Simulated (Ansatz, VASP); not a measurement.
## LaSb: VASP beside Ansatz

One calculation is typed for both programs; each brings its own data sets. How far apart do they land? The cell is generated by rule, not measured, and may not be a known phase. The cell is taken from a series of runs on this material, whose earlier steps may have relaxed, scaled, displaced or heated it; both programs get it as it stands.

Main program and level: Ansatz 0.2.0; plane waves, with VASP 6.6.1 beside it; zone-centre phonons at PBEsol.

The structure was built from a prototype and need not be the compound's stable phase.

## (1) Starting point

It takes space group F-43m (No. 216, cubic). Conventional cell: a = 7.180 Å, b = 7.180 Å, c = 7.180 Å, α = 90.00°, β = 90.00°, γ = 90.00°. La has 4 Sb at 3.11 Å nearest. Sb has 4 La at 3.11 Å nearest. Farther neighbours are not listed.

Structure file:

```cif
data_structure
_symmetry_space_group_name_H-M 'F-43m'
_symmetry_Int_Tables_number 216
_cell_length_a 7.1797
_cell_length_b 7.1797
_cell_length_c 7.1797
_cell_angle_alpha 90.000
_cell_angle_beta 90.000
_cell_angle_gamma 90.000
_cell_volume 370.10
loop_
_atom_site_label
_atom_site_type_symbol
_atom_site_symmetry_multiplicity
_atom_site_Wyckoff_symbol
_atom_site_fract_x
_atom_site_fract_y
_atom_site_fract_z
_atom_site_occupancy
La1 La 4 a 0.00000 0.00000 0.00000 1
Sb1 Sb 4 d 0.25000 0.25000 0.75000 1
```

## (2) VASP: zone-centre phonons, PBEsol

Second derivatives magnify differences that forces hide, and they need a tight electronic threshold.

Lines of VASP's logs that name or quote its potential files are left out, and so is its time.

Input file INCAR:

```
SYSTEM = LaSb
PREC = Accurate
ENCUT = 500
EDIFF = 1E-08
NELM = 200
ISMEAR = 0
SIGMA = 0.01
LREAL = .FALSE.
ALGO = Normal
GGA = PS
NBANDS = 14
LASPH = .TRUE.
LORBIT = 11
LWAVE = .FALSE.
LCHARG = .FALSE.
ISIF = 2
IBRION = 8
LEPSILON = .TRUE.
GGA_COMPAT = .FALSE.
EFERMI = MIDGAP
LMAXMIX = 6
```

Input file POSCAR:

```
LaSb
1.0
    0.0000000000      3.5898357277      3.5898357277
    3.5898357277      0.0000000000      3.5898357277
    3.5898357277      3.5898357277      0.0000000000
La Sb
1 1
Direct
    0.0000000000      0.0000000000      0.0000000000
    0.2500000000      0.2500000000      0.2500000000
```

Input file KPOINTS:

```
Automatic mesh
0
Gamma
8 8 8
0 0 0
```

Potentials, in the order of the species: La and Sb (PBE family, release 64).

Command:

```
$ export OMP_NUM_THREADS=3
$ mpirun -np 1 vasp_std
```

Numbers of over 12 decimals in the logs are rounded to 6 here.

Output:

```text
[banner, memory and clock lines left out]
running    1 mpi-ranks, on    1 nodes
 distrk:  each k-point on    1 cores,    1 groups
 distr:  one band on    1 cores,    1 groups
 Offloading initialized ...    1 GPUs detected
 POSCAR found type information on POSCAR LaSb
 POSCAR found :  2 types and       2 ions
|                                                                             |
|               ----> ADVICE to this user running VASP <----                  |
|                                                                             |
|     You enforced a specific xc type in the INCAR file but a different       |
|     [... a line on the potential file left out ...]
|     I HOPE YOU KNOW WHAT YOU ARE DOING!                                     |
|                                                                             |

 LDA part: xc-table for (Slater+PW92), standard interpolation
 POSCAR, INCAR and KPOINTS ok, starting setup
 FFT: planning ... GRIDC
 FFT: planning ... GRID_SOFT
 FFT: planning ... GRID
 WAVECAR not read
 entering main loop
       N       E                     dE             d eps       ncg     rms          rms(c)
DAV:   1     0.140530407891E+03    0.14053E+03   -0.51386E+03   812   0.116E+03
DAV:   2     0.464488224616E+01   -0.13589E+03   -0.13018E+03  1090   0.192E+02
DAV:   3    -0.104846058115E+02   -0.15129E+02   -0.14929E+02  1070   0.102E+02
DAV:   4    -0.115433922007E+02   -0.10588E+01   -0.10555E+01  1568   0.225E+01
DAV:   5    -0.115723687148E+02   -0.28977E-01   -0.28961E-01  1102   0.385E+00    0.363E+00
DAV:   6    -0.111968453991E+02    0.37552E+00   -0.68065E-01  1136   0.352E+00    0.222E+00
DAV:   7    -0.111297337554E+02    0.67112E-01   -0.50537E-01  1376   0.311E+00    0.113E+00
DAV:   8    -0.111297313629E+02    0.23925E-05   -0.94813E-02  1474   0.214E+00    0.270E-01
DAV:   9    -0.111294880640E+02    0.24330E-03   -0.89482E-03  1276   0.646E-01    0.135E-01
DAV:  10    -0.111298044884E+02   -0.31642E-03   -0.21164E-03  1486   0.425E-01    0.764E-02
DAV:  11    -0.111299500539E+02   -0.14557E-03   -0.56734E-04  1136   0.129E-01    0.205E-02
DAV:  12    -0.111299757956E+02   -0.25742E-04   -0.19173E-04  1524   0.893E-02    0.162E-02
DAV:  13    -0.111299778869E+02   -0.20913E-05   -0.94490E-06  1206   0.167E-02    0.160E-02
DAV:  14    -0.111299826495E+02   -0.47626E-05   -0.21855E-05  1328   0.292E-02    0.653E-03
DAV:  15    -0.111299867713E+02   -0.41219E-05   -0.24327E-05  1246   0.309E-02    0.439E-03
DAV:  16    -0.111299874802E+02   -0.70885E-06   -0.61934E-06  1560   0.144E-02    0.210E-03
DAV:  17    -0.111299877650E+02   -0.28488E-06   -0.99423E-07  1508   0.758E-03    0.277E-03
DAV:  18    -0.111299875772E+02    0.18785E-06   -0.49932E-07  1298   0.613E-03    0.670E-04
DAV:  19    -0.111299875162E+02    0.60999E-07   -0.66177E-08  1364   0.213E-03    0.301E-04
DAV:  20    -0.111299874799E+02    0.36263E-07   -0.78269E-08  1174   0.195E-03    0.508E-04
DAV:  21    -0.111299875199E+02   -0.39936E-07   -0.78269E-09   890   0.107E-03    0.570E-05
DAV:  22    -0.111299875232E+02   -0.33496E-08   -0.41955E-09   910   0.998E-04
 LRF_COMMUTATOR internal error: the vector H(1)-e(1) S(1) |phi(0)> is not orthogonal to |phi(0)>
   (-1.2368901498079413E-004,-2.3306009899748403E-015)
 LRF_COMMUTATOR internal error: the vector H(1)-e(1) S(1) |phi(0)> is not orthogonal to |phi(0)>
   (1.6615605159178704E-004,3.7759292220718166E-014)
 LRF_COMMUTATOR internal error: the vector H(1)-e(1) S(1) |phi(0)> is not orthogonal to |phi(0)>
   (1.0788185009202172E-004,3.6663380664769818E-015)
 LRF_COMMUTATOR internal error: the vector H(1)-e(1) S(1) |phi(0)> is not orthogonal to |phi(0)>
   (1.3396481638126758E-004,9.5614705389324151E-015)
 LRF_COMMUTATOR internal error: the vector H(1)-e(1) S(1) |phi(0)> is not orthogonal to |phi(0)>
   (-1.0565035362272658E-004,-1.6862943828512560E-014)
 LRF_COMMUTATOR internal error: the vector H(1)-e(1) S(1) |phi(0)> is not orthogonal to |phi(0)>
   (1.9887450867461798E-004,6.2831684299879953E-015)
 LRF_COMMUTATOR internal error: the vector H(1)-e(1) S(1) |phi(0)> is not orthogonal to |phi(0)>
   (1.3455035331022200E-004,-5.7072402359636953E-016)
 LRF_COMMUTATOR internal error: the vector H(1)-e(1) S(1) |phi(0)> is not orthogonal to |phi(0)>
   (1.6047729802792440E-004,-9.3501595355149902E-016)
 LRF_COMMUTATOR internal error: the vector H(1)-e(1) S(1) |phi(0)> is not orthogonal to |phi(0)>
   (1.4614570235513269E-004,-1.4856171848265376E-014)
 LRF_COMMUTATOR internal error: the vector H(1)-e(1) S(1) |phi(0)> is not orthogonal to |phi(0)>
   (1.1772860055055123E-004,-5.2111093218343285E-015)
 LRF_COMMUTATOR internal error: the vector H(1)-e(1) S(1) |phi(0)> is not orthogonal to |phi(0)>
   (-1.5815208369005001E-004,2.0984002813412177E-016)
[...]
RMM:  41    -0.217272700185E+01   -0.99674E-07    0.32819E-05  6697   0.563E-03    0.119E-04
RMM:  42    -0.217272596993E+01    0.10319E-05    0.49878E-05  6699   0.561E-03    0.128E-04
RMM:  43    -0.217272638355E+01   -0.41363E-06    0.46952E-05  6718   0.560E-03    0.132E-04
 change of polarisation eV/A/(eV/A) component  1 :     3.940    -0.041    -0.056
 dielectric tensor                  component  1 :     8.705    -0.080    -0.110
 Linear response to external field, progress :
  Direction:   2
[...]
RMM:  26    -0.217269347462E+01   -0.38932E-04   -0.21814E-04  6931   0.790E-03    0.408E-04
RMM:  27    -0.217270125991E+01   -0.77853E-05   -0.12429E-04  6720   0.731E-03    0.390E-04
RMM:  28    -0.217269610610E+01    0.51538E-05   -0.14312E-04  6906   0.688E-03    0.470E-04
RMM:  29    -0.217271169792E+01   -0.15592E-04   -0.16381E-04  6670   0.687E-03    0.657E-04
RMM:  30    -0.217271078899E+01    0.90894E-06   -0.10178E-04  6896   0.644E-03    0.642E-04
RMM:  31    -0.217271463470E+01   -0.38457E-05   -0.10507E-04  6663   0.634E-03    0.726E-04
RMM:  32    -0.217271670797E+01   -0.20733E-05   -0.95977E-05  6886   0.623E-03    0.702E-04
 change of polarisation eV/A/(eV/A) component  2 :    -0.037     3.940     0.008
 dielectric tensor                  component  2 :    -0.072     8.705     0.016
 Linear response to external field, progress :
  Direction:   3
       N       E                     dE             d eps       ncg     rms          rms(c)
RMM:   1    -0.627982748323E+00   -0.62798E+00    0.86201E-01  2786   0.457E+01
RMM:   2    -0.133015164006E+01   -0.70217E+00    0.45383E+00  3846   0.129E+01    0.141E+00
RMM:   3    -0.135748082410E+01   -0.27329E-01    0.22876E+00  4006   0.100E+01    0.839E-01
RMM:   4    -0.152748153355E+01   -0.17000E+00    0.66604E-01  4924   0.937E+00    0.233E-01
RMM:   5    -0.163419466306E+01   -0.10671E+00    0.64609E-01  6124   0.598E+00    0.204E-01
RMM:   6    -0.183768064085E+01   -0.20349E+00   -0.70484E-01  6598   0.477E+00    0.269E-01
RMM:   7    -0.199905016654E+01   -0.16137E+00   -0.68683E-01  6173   0.306E+00    0.423E-01
RMM:   8    -0.211187020151E+01   -0.11282E+00   -0.30538E-01  6211   0.223E+00    0.255E-01
RMM:   9    -0.213233524251E+01   -0.20465E-01   -0.45944E-02  6219   0.105E+00    0.206E-01
RMM:  10    -0.213648965518E+01   -0.41544E-02   -0.18026E-02  7155   0.468E-01    0.244E-01
RMM:  11    -0.215590796141E+01   -0.19418E-01   -0.67593E-03  6101   0.567E-01    0.118E-01
RMM:  12    -0.217583925383E+01   -0.19931E-01   -0.24271E-03  6279   0.483E-01    0.542E-02
RMM:  13    -0.217588735718E+01   -0.48103E-04   -0.22607E-03  7204   0.196E-01    0.421E-02
RMM:  14    -0.217051401262E+01    0.53733E-02    0.81300E-04  6421   0.155E-01    0.295E-02
[...]
RMM:  21    -0.217279777488E+01   -0.66319E-04   -0.14244E-04  6993   0.145E-02    0.761E-04
RMM:  22    -0.217274391176E+01    0.53863E-04   -0.39537E-05  7006   0.119E-02    0.666E-04
RMM:  23    -0.217267158276E+01    0.72329E-04    0.11234E-05  6787   0.108E-02    0.696E-04
RMM:  24    -0.217272634545E+01   -0.54763E-04   -0.96096E-05  6925   0.929E-03    0.334E-04
RMM:  25    -0.217269266217E+01    0.33683E-04   -0.81875E-05  6925   0.830E-03    0.774E-04
RMM:  26    -0.217269099725E+01    0.16649E-05   -0.25895E-04  6838   0.769E-03    0.739E-04
RMM:  27    -0.217269300073E+01   -0.20035E-05   -0.28467E-04  6802   0.721E-03    0.780E-04
RMM:  28    -0.217270199085E+01   -0.89901E-05   -0.19388E-04  6846   0.696E-03    0.663E-04
 change of polarisation eV/A/(eV/A) component  3 :    -0.017    -0.084     3.940
 dielectric tensor                  component  3 :    -0.033    -0.165     8.705
 Linear response DOF=            2
 Linear response progress:
  Degree of freedom:   1/  2
       N       E                     dE             d eps       ncg     rms          rms(c)
RMM:   1    -0.313387051425E+00   -0.31339E+00   -0.71322E-02  4915   0.135E+01
RMM:   2    -0.273990390356E+00    0.39397E-01   -0.11085E-01  4374   0.299E+00    0.107E-01
RMM:   3    -0.273952765347E+00    0.37625E-04   -0.33941E-02  6066   0.119E+00    0.637E-02
RMM:   4    -0.274969021522E+00   -0.10163E-02   -0.89237E-03  7104   0.430E-01    0.595E-02
RMM:   5    -0.276012091687E+00   -0.10431E-02   -0.20158E-03  6676   0.254E-01    0.292E-02
RMM:   6    -0.276800231464E+00   -0.78814E-03   -0.98742E-04  6911   0.163E-01    0.105E-02
RMM:   7    -0.276662887205E+00    0.13734E-03   -0.72764E-04  7283   0.102E-01    0.791E-03
RMM:   8    -0.276687174914E+00   -0.24288E-04   -0.30783E-04  7410   0.604E-02    0.761E-03
RMM:   9    -0.276947941473E+00   -0.26077E-03   -0.15404E-04  6959   0.523E-02    0.424E-03
RMM:  10    -0.276884052715E+00    0.63889E-04   -0.77057E-05  7290   0.346E-02    0.374E-03
RMM:  11    -0.276877803897E+00    0.62488E-05   -0.42462E-05  7505   0.224E-02    0.540E-03
RMM:  12    -0.276875974802E+00    0.18291E-05   -0.25815E-05  7245   0.171E-02    0.562E-03
RMM:  13    -0.276874530865E+00    0.14439E-05   -0.12687E-05  7418   0.124E-02    0.591E-03
RMM:  14    -0.276884901747E+00   -0.10371E-04   -0.83567E-06  7026   0.104E-02    0.498E-03
 first order change of Fermi-energy   0.14464E-03
 force on displaced ion       1 direction 1 :  -4.694  -0.000  -0.000
 Born effective charge ion    1 direction 1 :   3.040   0.000   0.000
 Linear response progress:
  Degree of freedom:   2/  2
       N       E                     dE             d eps       ncg     rms          rms(c)
RMM:   1    -0.321581954054E-01   -0.32158E-01    0.99235E-04  5671   0.149E+00
RMM:   2    -0.298596249123E-01    0.22986E-02   -0.53826E-03  3919   0.678E-01    0.551E-02
RMM:   3    -0.304961503678E-01   -0.63653E-03   -0.35465E-03  6191   0.218E-01    0.414E-02
RMM:   4    -0.307292544873E-01   -0.23310E-03   -0.64296E-04  6272   0.114E-01    0.250E-02
RMM:   5    -0.310924327511E-01   -0.36318E-03   -0.17796E-04  5728   0.112E-01    0.597E-03
RMM:   6    -0.310634784810E-01    0.28954E-04   -0.46754E-05  6521   0.390E-02    0.381E-03
RMM:   7    -0.310617142885E-01    0.17642E-05   -0.20700E-05  6695   0.192E-02    0.218E-03
RMM:   8    -0.310844097442E-01   -0.22695E-04   -0.47256E-06  6599   0.117E-02    0.126E-03
RMM:   9    -0.310902869014E-01   -0.58772E-05   -0.22172E-06  7267   0.604E-03    0.558E-04
RMM:  10    -0.310933427648E-01   -0.30559E-05   -0.46854E-07  7077   0.367E-03    0.297E-04
RMM:  11    -0.310907238406E-01    0.26189E-05   -0.25101E-07  6871   0.261E-03    0.128E-04
RMM:  12    -0.310909206352E-01   -0.19679E-06   -0.12491E-07  7308   0.165E-03    0.124E-04
RMM:  13    -0.310910203835E-01   -0.99748E-07   -0.51744E-08  6984   0.122E-03    0.116E-04
RMM:  14    -0.310910617657E-01   -0.41382E-07   -0.94466E-09  7141   0.955E-04    0.113E-04
 first order change of Fermi-energy  -0.13471E-04
 force on displaced ion       2 direction 1 :  -4.592   0.000   0.000
 Born effective charge ion    2 direction 1 :  -3.027   0.000   0.000
 Born effective charges drift removed
 Linear response finished
```

Parts of OUTCAR (step 2):

```text
ion  position               nearest neighbor table
   1  0.000  0.000  0.000-   2 3.11   2 3.11   2 3.11   2 3.11
   2  0.250  0.250  0.250-   1 3.11   1 3.11   1 3.11   1 3.11

  LATTYP: Found a face centered cubic cell.
 ALAT       =     7.1796714554

 Subroutine GETGRP returns: Found 24 space group operations
 (whereof 24 operations were pure point group operations)

The static configuration has the point symmetry T_d .

 Found     29 irreducible k-points:

   k-points           NKPTS =     29   k-points in BZ     NKDIM =     29   number of bands    NBANDS=     14

   dimension x,y,z NGX =    40 NGY =   40 NGZ =   40
   dimension x,y,z NGXF=    80 NGYF=   80 NGZF=   80

   ENCUT  =  500.0 eV  36.75 Ry    6.06 a.u.   9.26  9.26  9.26*2*pi/ulx,y,z

   NELECT =      16.0000    total number of electrons

 k-points in reciprocal lattice and weights: Automatic mesh
   0.00000000  0.00000000  0.00000000       0.002
   0.12500000  0.00000000  0.00000000       0.016
   0.25000000  0.00000000  0.00000000       0.016
   0.37500000  0.00000000  0.00000000       0.016
   0.50000000  0.00000000  0.00000000       0.008
   0.12500000  0.12500000  0.00000000       0.012
   0.25000000  0.12500000  0.00000000       0.047
   0.37500000  0.12500000  0.00000000       0.047
   0.50000000  0.12500000  0.00000000       0.047
[...]
-0.37500000  0.50000000  0.12500000       0.023
  -0.25000000  0.50000000  0.25000000       0.012

 average (electrostatic) potential at core
       1-100.3591       2 -86.8633

  Total        0.0177493      0.0177493      0.0177493      0.0000000      0.0000000      0.0000000
  in kB        0.3073531      0.3073531      0.3073531      0.0000000      0.0000000      0.0000000
  external PRESSURE =       0.3073531 kB  Pullay stress =       0.0000000 kB

  energy-cutoff  :      500.00
  volume of cell :       92.52
      direct lattice vectors                 reciprocal lattice vectors
     0.000000000  3.589835728  3.589835728    -0.139282139  0.139282139  0.139282139
     3.589835728  0.000000000  3.589835728     0.139282139 -0.139282139  0.139282139
     3.589835728  3.589835728  0.000000000     0.139282139  0.139282139 -0.139282139

 POSITION                                       TOTAL-FORCE (eV/Angst)
 -----------------------------------------------------------------------------------
      0.00000      0.00000      0.00000         0.000000      0.000000      0.000000
      1.79492      1.79492      1.79492        -0.000000     -0.000000     -0.000000
 -----------------------------------------------------------------------------------
    total drift:                                0.000000      0.000000      0.000000

 MACROSCOPIC STATIC DIELECTRIC TENSOR (including local field effects in DFT)
 ------------------------------------------------------
           8.705260     0.000000    -0.000000
           0.000000     8.705260     0.000000
          -0.000000     0.000000     8.705260
 ------------------------------------------------------

 PIEZOELECTRIC TENSOR (including local field effects)  for field in x, y, z        (C/m^2)
          XX          YY          ZZ          XY          YZ          ZX
  --------------------------------------------------------------------------------
  x     0.00000     0.00000     0.00000     0.00000    -0.63777    -0.00000
  y     0.00000     0.00000     0.00000    -0.00000     0.00000    -0.63777
  z    -0.00000    -0.00000    -0.00000    -0.63777    -0.00000     0.00000

 BORN EFFECTIVE CHARGES (including local field effects) (in |e|, cummulative output)
 ---------------------------------------------------------------------------------
 ion    1
    1     3.02825     0.00000     0.00000
    2    -0.00000     3.02825    -0.00000
    3    -0.00000    -0.00000     3.02825
 ion    2
    1    -3.02825    -0.00000    -0.00000
    2     0.00000    -3.02825     0.00000
    3     0.00000     0.00000    -3.02825

 Eigenvectors and eigenvalues of the dynamical matrix
 ----------------------------------------------------

   1 f  =    4.180749 THz    26.268421 2PiTHz  139.454780 cm-1    17.290181 meV
             X         Y         Z           dx          dy          dz
      0.000000  0.000000  0.000000     0.000000    0.687440   -0.000000
      1.794918  1.794918  1.794918    -0.000000   -0.726241    0.000000

   2 f  =    4.180749 THz    26.268421 2PiTHz  139.454780 cm-1    17.290181 meV
             X         Y         Z           dx          dy          dz
      0.000000  0.000000  0.000000     0.000000    0.000000   -0.687440
      1.794918  1.794918  1.794918     0.000000    0.000000    0.726241

   3 f  =    4.180749 THz    26.268421 2PiTHz  139.454780 cm-1    17.290181 meV
             X         Y         Z           dx          dy          dz
      0.000000  0.000000  0.000000    -0.687440    0.000000   -0.000000
      1.794918  1.794918  1.794918     0.726241   -0.000000   -0.000000

   4 f/i=    0.022919 THz     0.144005 2PiTHz    0.764501 cm-1     0.094786 meV
             X         Y         Z           dx          dy          dz
      0.000000  0.000000  0.000000     0.545889   -0.191782    0.438920
      1.794918  1.794918  1.794918     0.516724   -0.181535    0.415470

   5 f/i=    0.022919 THz     0.144005 2PiTHz    0.764501 cm-1     0.094786 meV
             X         Y         Z           dx          dy          dz
      0.000000  0.000000  0.000000     0.462789    0.382792   -0.408318
      1.794918  1.794918  1.794918     0.438063    0.362340   -0.386502

   6 f/i=    0.022919 THz     0.144005 2PiTHz    0.764501 cm-1     0.094786 meV
             X         Y         Z           dx          dy          dz
      0.000000  0.000000  0.000000    -0.123523    0.586615    0.409941
      1.794918  1.794918  1.794918    -0.116923    0.555273    0.388039

 MACROSCOPIC STATIC DIELECTRIC TENSOR IONIC CONTRIBUTION
 ------------------------------------------------------
           3.862327    -0.000000    -0.000000
          -0.000000     3.862327    -0.000000
          -0.000000    -0.000000     3.862327
 ------------------------------------------------------

 ELASTIC MODULI CONTR FROM IONIC RELAXATION (kBar)
 Direction    XX          YY          ZZ          XY          YZ          ZX
 --------------------------------------------------------------------------------
 XX          -0.0000      0.0000      0.0000      0.0000     -0.0000      0.0000
 YY           0.0000     -0.0000      0.0000      0.0000      0.0000     -0.0000
 ZZ           0.0000      0.0000     -0.0000     -0.0000      0.0000      0.0000
 XY           0.0000      0.0000     -0.0000   -268.7350      0.0000     -0.0000
 YZ          -0.0000      0.0000      0.0000      0.0000   -268.7350     -0.0000
 ZX           0.0000     -0.0000      0.0000     -0.0000     -0.0000   -268.7350
 --------------------------------------------------------------------------------

 PIEZOELECTRIC TENSOR IONIC CONTR  for field in x, y, z        (C/m^2)
          XX          YY          ZZ          XY          YZ          ZX
  --------------------------------------------------------------------------------
  x     0.00000    -0.00000    -0.00000    -0.00000     0.95865     0.00000
  y    -0.00000     0.00000    -0.00000    -0.00000     0.00000     0.95865
  z    -0.00000    -0.00000     0.00000     0.95865    -0.00000     0.00000
```

The dielectric response converges more slowly with the mesh than energies do, so tensor and charges may still move on a finer one.

(Part 1 of 2 ends here.)

[Lines on the potential files, build, host, timing and source positions are cut from VASP's logs without a mark.]

[Logs are printed without paths, hosts, clocks, repeated set-up lines and the standing remarks that a program may print on its own settings, such as how far it seeks lower states.]

[Hosts, paths, dates, database ids (printed as entryN), source tags and the programs' standing remarks are cut or masked in the printed files.]
